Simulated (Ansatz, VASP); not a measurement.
**La: VASP beside Ansatz**

Wanted: the spread between two codes on one cell, functional and k mesh. The start cell is built, not measured: As first built, before any earlier steps moved the atoms (in the runner's words): it takes the Gd structure with all of its atoms replaced by other elements, volume scaled by an estimate. The cell is taken from a series of VASP runs on this material, whose earlier steps may have relaxed, scaled or displaced it; both programs get it as it stands.

Main program and level: Ansatz 0.2.0; plane waves, with VASP 6.6.1 beside it; band structure at LDA, single point at LDA and band structure at LDA, spin-orbit coupling.

## 1. The structure

Symmetry: P6_3/mmc, No. 194, hexagonal system. The conventional cell has a = 3.552 Å, b = 3.552 Å, c = 5.863 Å, α = 90.00°, β = 90.00°, γ = 120.00°. La has 12 La at 3.55 to 3.58 Å nearest. As first built, before any earlier steps moved the atoms (in the runner's words): sites of the Gd structure (space group 194) filled with other elements, volume scaled by an estimate.

## 2. Ansatz: band structure, LDA

Ansatz runs on its default PAW (the set named soft_2) files.

A single point gives forces, pressure and levels at one fixed geometry, so differences don't come from the geometry; what else differs is listed under the comparison.

Input file input.yaml:

```yaml
crystal:
  lattice:
    - [3.5515475315, 0.0, 0.0]
    - [-1.7757737657, 3.0757303828, 0.0]
    - [0.0, 0.0, 5.8630983306]
  atoms:
    - { symbol: La, position: [0.333333333, 0.666666667, 0.25] }
    - { symbol: La, position: [0.666666667, 0.333333333, 0.75] }
hamiltonian:
  xc: lda
  pseudopotentials: { kind: paw }
kpoints:
  mp_grid: { grid: [6, 6, 4] }
  band_path:
    path:
      - [0.0, 0.0, 0.0]
      - [0.13333, 0.0, 0.0]
      - [0.3, 0.0, 0.0]
      - [0.46667, 0.0, 0.0]
      - [0.46667, 0.06667, 0.0]
      - [0.41111, 0.17778, 0.0]
      - [0.35556, 0.28889, 0.0]
      - [0.28889, 0.28889, 0.0]
      - [0.17778, 0.17778, 0.0]
      - [0.06667, 0.06667, 0.0]
      - [0.0, 0.0, 0.03333]
      - [0.0, 0.0, 0.2]
      - [0.0, 0.0, 0.36667]
      - [0.0, 0.0, 0.5]
      - [0.16667, 0.0, 0.5]
      - [0.3, 0.0, 0.5]
      - [0.46667, 0.0, 0.5]
      - [0.46667, 0.06667, 0.5]
      - [0.41111, 0.17778, 0.5]
      - [0.35556, 0.28889, 0.5]
      - [0.28889, 0.28889, 0.5]
      - [0.17778, 0.17778, 0.5]
      - [0.06667, 0.06667, 0.5]
      - [0.5, 0.0, 0.46667]
      - [0.5, 0.0, 0.3]
      - [0.5, 0.0, 0.13333]
      - [0.33333, 0.33333, 0.0]
      - [0.33333, 0.33333, 0.16667]
      - [0.33333, 0.33333, 0.33333]
      - [0.33333, 0.33333, 0.5]
    npoints: 1
scf:
  occupations: { method: methfessel_paxton, width: 0.2 }
  n_extra_bands: 7
output:
  forces: true
  stress: true
  eigenvalues: true
```

Started as:

```bash
ansatz run input.yaml --threads 2 --pin off --max-ram 4608MiB --backend cpu --events-out ev --progress --plain --runs-dir out
```

Numbers of over 12 decimals in the logs are rounded to 6 here.

Log:

```text
scf.n_extra_bands = 7 over 11 filled bands (N_el = 22.0): the run solves 18 bands
Engine: ansatz 0.2.0, aarch64-unknown-linux-gnu
Pseudopotentials: kind: paw
Pseudopotential: La, paw, valence charge 11, recommended cutoff 420 eV (normal), La.paw.azcp
Functional definition: SPW92
  exchange = slater_x
  correlation = pw_c
Crystal: 2 atoms, lattice volume = 64.046 Å³
Basis set: ecut = 420 eV, 1249 PW (Γ)
Bands: 18, of which v1, the nominal top of the filled ones, is band 11 counted from 1 (10 counted from 0)
Symmetry: 24 space group operations
Space group: P63/mmc (ITA 194), of the structure as read, at distance tolerance 4.0e-5 Å
k-points: 21 of 144
Non-local potential: La, projectors of the file, l = 0: 3, l = 1: 2, l = 2: 2, l = 3: 3
PAW form: soft (Blöchl's): semilocal exchange-correlation on the pseudo side does not see the compensation charge
PAW frozen core: La, regenerated for the run's functional, and the local potential with it (the file was generated under x = pbe(κ = 0.804, μ = 0.219515), c = pbe(β = 0.066725))
PAW one-centre angular grid: La, 590 points (default); XC on 64 Gauss nodes
Initial density: superposition of atomic densities (neutral atoms: chi_scale 0, normalization atom), corrected by the library's trained network
Initial wavefunctions: pseudopotential atomic-orbital guess
Functional: x = slater, c = lda
SCF iter   1: F=—  HF=-12152.212875 eV  |F-HF|=—  |Δ(HF+E_count)|=         —  Δρ=4.92e-3  dr2=9.83e-3  ethr=1.77e-3  ⟨swp⟩=5.0  Hψ=1629  notcnv=0
preconditioner: auto → Kerker (q_TF=auto, 2.283 Å⁻¹)  [metal: Δε(μ)=0.079 eV  Ē_g=12.457 eV  σ=0.200 eV  W_gap=0.32  n_scr=10 (ndim 8)  ℏωp=19.7 eV  f_vac=0.000  D(μ)=3.75/eV (n_scr^D=36)]
SCF iter   2: F=—  HF=-12152.209650 eV  |F-HF|=—  |Δ(HF+E_count)|=   3.22e-3  S|Δr|=    0.00e0  Δρ=2.50e-3  dr2=2.45e-3  ethr=4.47e-5  ⟨swp⟩=2.3  Hψ=913  notcnv=0  defer=29
SCF iter   3: F=—  HF=-12152.209595 eV  |F-HF|=—  |Δ(HF+E_count)|=   5.49e-5  S|Δr|=    0.00e0  Δρ=5.81e-4  dr2=2.06e-4  ethr=1.11e-5  ⟨swp⟩=2.0  Hψ=422  notcnv=0  defer=29
SCF iter   4: F=—  HF=-12152.209602 eV  |F-HF|=—  |Δ(HF+E_count)|=   6.41e-6  S|Δr|=    0.00e0  Δρ=1.02e-4  dr2=5.50e-6  ethr=9.38e-7  ⟨swp⟩=1.5  Hψ=375  notcnv=0  defer=29
SCF iter   5: F=—  HF=-12152.209600 eV  |F-HF|=—  |Δ(HF+E_count)|=   1.61e-6  S|Δr|=    0.00e0  Δρ=1.40e-5  dr2=1.52e-7  ethr=2.50e-8  ⟨swp⟩=2.3  Hψ=566  notcnv=0  defer=29
SCF iter   6: F=-12152.209600 eV  HF=-12152.209600 eV  |F-HF|=4.27e-10  |Δ(HF+E_count)|=   2.78e-8  S|Δr|=    0.00e0  Δρ=2.58e-6  dr2=3.00e-9  ethr=4.55e-10  ⟨swp⟩=10.3  Hψ=2197  notcnv=0
SCF 1 converged in 6 iterations: F = -12152.209600 eV  dr2 = 3.00e-9
  greatest PAW one-centre occupation: 0.974 electrons in one spin orbital (limit 2), on the La atom at site 1 (counted from 0), in its partial waves of l = 0
NSCF: frozen V_eff on 30 k-points
SCF converged after 6 iterations
Stability not checked: this state was not tested for a lower state beside it, because cold or Methfessel-Paxton smearing, or corrected tetrahedra, fill the levels in a way that the test cannot read (fill_not_monotonic; see scf.lower_state_search)
Free energy (F): -12152.209600 eV
Harris-Foulkes:  -12152.209600 eV  (|F-HF|=4.27e-10)
Internal energy: -12152.209798 eV  (E = F + TS)
E sigma→0 (E₀):  -12152.209649 eV
Entropy (-TS):   0.000198 eV (0.099 meV/atom)
Fermi energy:    12.704598 eV
--- Per-component energies (eV) ---
  E_band       = -48.319988
  E_kinetic    = 391.507396
  E_local      = -575.686598  (includes V_loc(G=0)·N_el)
  E_nonlocal   = 197.713347
  E_hartree    = 184.393294
  E_xc         = -278.887496
  E_vxc        = -297.722200  (∫ρ·V_xc dr)
  E_paw        = -10487.245024  (= ΣΔE_a)
  E_vpaw       = -132.917812  (= ΣTr[D̂ρ^β])
  E_aug_tail   = -0.000000  (compensation charges beyond the density's cutoff)
  E_ewald      = -1584.650150
  E_core_change = 0.645433  (= ΣΔE_core)
  E_smearing   = 0.000198  (= −TS)
  E_closure    = -0.000000  (closes the sum)
  Σ components = -12152.209600   (vs F -12152.209600, Δ=0.00e0)
--- Forces (eV/Å), atoms counted from 1 ---
  atom   1  La    -0.00000000    -0.00000000     0.00000000
  atom   2  La     0.00000000     0.00000000    -0.00000000
  max |Σ_I F_I| component: 9.25e-18 eV/Å
--- Stress (GPa, compression-positive) ---
        0.138771      -0.000000       0.000000
       -0.000000       0.138771       0.000000
        0.000000       0.000000       0.098097
  P = ⅓ Tr σ = 0.1252 GPa (1.252 kbar)
--- Band table (eV; the first three rows and the last of 21) ---
  k-point 0: bands = [... 7 lower, -2.4738, 9.7246, 10.8658, 13.7577, 14.2052, 14.2052, 14.3278, 14.4073, ... 3 higher]
  k-point 1: bands = [... 7 lower, -2.5118, 10.2587, 11.0062, 13.5747, 14.0992, 14.1542, 14.2013, 14.2013, ... 3 higher]
  k-point 2: bands = [... 7 lower, -2.6021, 11.0664, 11.0664, 13.4817, 13.4817, 14.2902, 14.2902, 14.2902, ... 3 higher]
  k-point 20: bands = [... 7 lower, -2.8549, 11.9596, 11.9596, 12.5404, 12.5404, 14.0434, 14.0434, 14.3886, ... 3 higher]
```

Elapsed: 2.5 s, on 2 threads of Arm Neoverse N1, shared host; peak memory 0.31 GiB; 4.1 s of CPU time.

The column dr2 measures how far the density is from self-consistency, as an energy; F and HF (Harris–Foulkes) agree once it is small.

## 3. VASP: band structure, LDA

The same cell, functional (in two slightly different forms), mesh and smearing now go to VASP, with its own data sets and cutoff.

Lines of VASP's logs that name or quote its potential files are left out, and so is its time.

Input file INCAR:

```
SYSTEM = La
PREC = Accurate
ENCUT = 400
EDIFF = 1E-06
NELM = 100
ISMEAR = 1
SIGMA = 0.2
LREAL = .FALSE.
ALGO = Normal
GGA = CA
LORBIT = 11
LWAVE = .FALSE.
LCHARG = .FALSE.
```

Input file POSCAR:

```
La
1.0
    3.5515475315      0.0000000000      0.0000000000
   -1.7757737657      3.0757303828      0.0000000000
    0.0000000000      0.0000000000      5.8630983306
La
2
Direct
    0.3333333330      0.6666666670      0.2500000000
    0.6666666670      0.3333333330      0.7500000000
```

Input file KPOINTS:

```
Automatic mesh
0
Gamma
6 6 4
0 0 0
```

Input file KPOINTS_OPT:

```
Line mode
16
Line-mode
Reciprocal
  0.00000000   0.00000000   0.00000000 GAMMA
  0.50000000   0.00000000   0.00000000 M

  0.50000000   0.00000000   0.00000000 M
  0.33333333   0.33333333   0.00000000 K

  0.33333333   0.33333333   0.00000000 K
  0.00000000   0.00000000   0.00000000 GAMMA

  0.00000000   0.00000000   0.00000000 GAMMA
  0.00000000   0.00000000   0.50000000 A

  0.00000000   0.00000000   0.50000000 A
  0.50000000   0.00000000   0.50000000 L

  0.50000000   0.00000000   0.50000000 L
  0.33333333   0.33333333   0.50000000 H

  0.33333333   0.33333333   0.50000000 H
  0.00000000   0.00000000   0.50000000 A

  0.50000000   0.00000000   0.50000000 L
  0.50000000   0.00000000   0.00000000 M

  0.33333333   0.33333333   0.00000000 K
  0.33333333   0.33333333   0.50000000 H
```

PAW data sets: La (LDA family, release 64).

Started as:

```bash
mpirun -np 1 vasp_std
```

Log:

```text
[banner, memory and clock lines left out]
running    1 mpi-ranks, on    1 nodes
 distrk:  each k-point on    1 cores,    1 groups
 distr:  one band on    1 cores,    1 groups

 POSCAR found type information on POSCAR La
 POSCAR found :  1 types and       2 ions
 LDA part: xc-table for (Slater(with rela. corr.)+CA(PZ))
 , standard interpolation
 POSCAR, INCAR and KPOINTS ok, starting setup
 FFT: planning ... GRIDC
 FFT: planning ... GRID_SOFT
 FFT: planning ... GRID
 WAVECAR not read
 entering main loop
       N       E                     dE             d eps       ncg     rms          rms(c)
DAV:   1     0.225297250144E+03    0.22530E+03   -0.71141E+03   630   0.172E+03
DAV:   2     0.204721452978E+02   -0.20483E+03   -0.20353E+03   964   0.356E+02
DAV:   3    -0.735357385557E+01   -0.27826E+02   -0.27392E+02  1084   0.142E+02
DAV:   4    -0.108386064793E+02   -0.34850E+01   -0.34573E+01  1260   0.440E+01
DAV:   5    -0.111286260586E+02   -0.29002E+00   -0.28687E+00  1028   0.118E+01    0.404E+00
DAV:   6    -0.111055708916E+02    0.23055E-01   -0.43584E-01  1260   0.531E+00    0.208E+00
DAV:   7    -0.110781870531E+02    0.27384E-01   -0.42589E-02  1188   0.156E+00    0.551E-01
DAV:   8    -0.110761606026E+02    0.20265E-02   -0.50345E-03  1260   0.567E-01    0.934E-02
DAV:   9    -0.110762699517E+02   -0.10935E-03   -0.55679E-04  1220   0.177E-01    0.388E-02
DAV:  10    -0.110762796992E+02   -0.97474E-05   -0.44119E-05  1236   0.467E-02    0.302E-02
DAV:  11    -0.110762809163E+02   -0.12171E-05   -0.77926E-06   852   0.347E-02    0.103E-02
DAV:  12    -0.110762810853E+02   -0.16895E-06   -0.99287E-07   756   0.264E-02
   1 F= -.11076281E+02 E0= -.11076555E+02  d E =0.822115E-03
 Start KPOINTS_OPT (optional k-point list driver)
k-point batch [1-21\144]
       N       E                     dE             ncg
DAV:   1     0.241324281601E+04   -0.60387E+04      638
DAV:   2    -0.189348103344E+04   -0.43067E+04      950
DAV:   3    -0.259147948601E+04   -0.69800E+03     1100
DAV:   4    -0.267312750593E+04   -0.81648E+02     1252
DAV:   5    -0.267965197546E+04   -0.65245E+01     1052
DAV:   6    -0.268058374866E+04   -0.93177E+00     1244
DAV:   7    -0.268063508601E+04   -0.51337E-01     1060
DAV:   8    -0.268064117392E+04   -0.60879E-02     1252
DAV:   9    -0.268064185355E+04   -0.67963E-03     1108
DAV:  10    -0.268064196899E+04   -0.11543E-03     1156
DAV:  11    -0.268064198794E+04   -0.18955E-04      804
DAV:  12    -0.268064199147E+04   -0.35317E-05      756
DAV:  13    -0.268064199220E+04   -0.72922E-06      756
[...]
k-point batch [127-144\144]
       N       E                     dE             ncg
DAV:   1     0.395523980849E+04   -0.11232E+05      540
DAV:   2     0.387039556553E+03   -0.35682E+04      795
DAV:   3    -0.558228189506E+02   -0.44286E+03      968
DAV:   4    -0.110562166433E+03   -0.54739E+02     1080
DAV:   5    -0.117073765570E+03   -0.65116E+01      904
DAV:   6    -0.118132719968E+03   -0.10590E+01     1064
DAV:   7    -0.118202531215E+03   -0.69811E-01      960
DAV:   8    -0.118208142517E+03   -0.56113E-02     1064
DAV:   9    -0.118208582156E+03   -0.43964E-03      960
DAV:  10    -0.118208623181E+03   -0.41025E-04     1040
DAV:  11    -0.118208626621E+03   -0.34395E-05      728
DAV:  12    -0.118208626941E+03   -0.32092E-06      648
```

Parts of OUTCAR (step 3):

```text
ion  position               nearest neighbor table
   1  0.333  0.667  0.250-   2 3.58   2 3.58   2 3.58   2 3.58   2 3.58   2 3.58
   2  0.667  0.333  0.750-   1 3.58   1 3.58   1 3.58   1 3.58   1 3.58   1 3.58

  LATTYP: Found a hexagonal cell.
 ALAT       =     3.5515475315
 C/A-ratio  =     1.6508573456

 Subroutine GETGRP returns: Found 24 space group operations
 (whereof 12 operations were pure point group operations)

The static configuration has the point symmetry D_3d.
 The point group associated with its full space group is D_6h.

 Found     21 irreducible k-points:

   k-points           NKPTS =     21   k-points in BZ     NKDIM =     21   number of bands    NBANDS=     15

   dimension x,y,z NGX =    24 NGY =   24 NGZ =   40
   dimension x,y,z NGXF=    48 NGYF=   48 NGZF=   80

   ENCUT  =  400.0 eV  29.40 Ry    5.42 a.u.   5.79  5.79  9.56*2*pi/ulx,y,z

   NELECT =      22.0000    total number of electrons

 k-points in reciprocal lattice and weights: Automatic mesh
   0.00000000  0.00000000  0.00000000       0.007
   0.16666667  0.00000000  0.00000000       0.042
   0.33333333 -0.00000000  0.00000000       0.042
   0.50000000 -0.00000000  0.00000000       0.021
   0.16666667  0.16666667  0.00000000       0.042
   0.33333333  0.16666667  0.00000000       0.083
   0.33333333  0.33333333  0.00000000       0.014
   0.00000000  0.00000000  0.25000000       0.014
   0.16666667  0.00000000  0.25000000       0.083
[...]
0.33333333  0.16666667  0.50000000       0.083
   0.33333333  0.33333333  0.50000000       0.014

 average (electrostatic) potential at core
       1 -94.6249       2 -94.6249

 E-fermi :   9.0909

 k-point     1 :       0.0000    0.0000    0.0000
  band No.  band energies     occupation
    ...
      6      -6.0523      2.00000
      7      -6.0382      2.00000
      8      -6.0382      2.00000
      9       6.1509      2.00000
     10       7.2659      2.00000
     11      10.1386     -0.00000
     12      10.5886     -0.00000
     13      10.5886     -0.00000
     14      10.7049     -0.00000
     15      10.7853     -0.00000

 k-point     2 :       0.1667    0.0000    0.0000
  band No.  band energies     occupation
    ...
      6      -6.4313      2.00000
      7      -6.1167      2.00000
      8      -6.1030      2.00000
      9       6.9722      2.00000
     10       7.9443      2.00000
     11       9.3569     -0.06797
     12       9.9777     -0.00000
     13      10.1844     -0.00000
     14      10.5638     -0.00000
     15      10.8644     -0.00000

 k-point     3 :       0.3333   -0.0000    0.0000
  band No.  band energies     occupation
    ...
      7      -6.3289      2.00000
      8      -6.2480      2.00000
      9       7.5441      2.00000
     10       7.9912      2.00000
     11       8.4029      2.00001
     12      10.0828     -0.00000
     13      10.3910     -0.00000
     14      10.6533     -0.00000
     15      10.6795     -0.00000

  Total        0.0047847      0.0047847     -0.0036169      0.0000000      0.0000000      0.0000000
  in kB        0.1196939      0.1196939     -0.0904792      0.0000000      0.0000000      0.0000000
  external PRESSURE =       0.0496362 kB  Pullay stress =       0.0000000 kB

  energy-cutoff  :      400.00
  volume of cell :       64.05
      direct lattice vectors                 reciprocal lattice vectors
     3.551547531  0.000000000  0.000000000     0.281567399  0.162563014  0.000000000
    -1.775773766  3.075730383  0.000000000     0.000000000  0.325126027  0.000000000
     0.000000000  0.000000000  5.863098331     0.000000000  0.000000000  0.170558286

 POSITION                                       TOTAL-FORCE (eV/Angst)
 -----------------------------------------------------------------------------------
     -0.00000      2.05049      1.46577        -0.000000      0.000000      0.000000
      1.77577      1.02524      4.39732         0.000000     -0.000000      0.000000
 -----------------------------------------------------------------------------------
    total drift:                               -0.000001      0.000000     -0.000000

  FREE ENERGIE OF THE ION-ELECTRON SYSTEM (eV)
  ---------------------------------------------------
  free  energy   TOTEN  =       -11.0762810853 eV

  energy  without entropy=      -11.0771032001  energy(sigma->0) =      -11.07655512

 total charge
# of ion       s       p       d       f       tot
--------------------------------------------------
    1        2.091   5.517   1.018   0.128   8.754
    2        2.091   5.517   1.018   0.128   8.754
--------------------------------------------------
tot          4.181  11.033   2.036   0.256  17.507

[... 3 further parts left out ...]
```

The run ends at a pressure of 0.00 GPa.

## 4. Comparison

Known differences besides the potentials themselves: the two LDA forms differ slightly; the cutoff is 420 eV in Ansatz and 400 eV in VASP; VASP's log shows a relativistic correction to its local exchange, Ansatz's none. Total energies have different zeros and are not compared.

The two programs side by side:

```
      quantity  Ansatz  VASP  difference
pressure (GPa)    0.13  0.00       +0.12
```

Levels from 3 eV below to 2 eV above the Fermi level differ by 11 meV r.m.s. and 40 meV at most; each VASP level is matched to the nearest of Ansatz, which flatters the figure a little.

(Continued in part 2 of 2.)

[Lines on the potential files, build, host, timing and source positions are cut from VASP's logs without a mark.]

[Logs are printed without paths, hosts, clocks, repeated set-up lines and the standing remarks that a program may print on its own settings, such as how far it seeks lower states.]

[Hosts, paths, dates, database ids (printed as entryN), source tags and the programs' standing remarks are cut or masked in the printed files.]
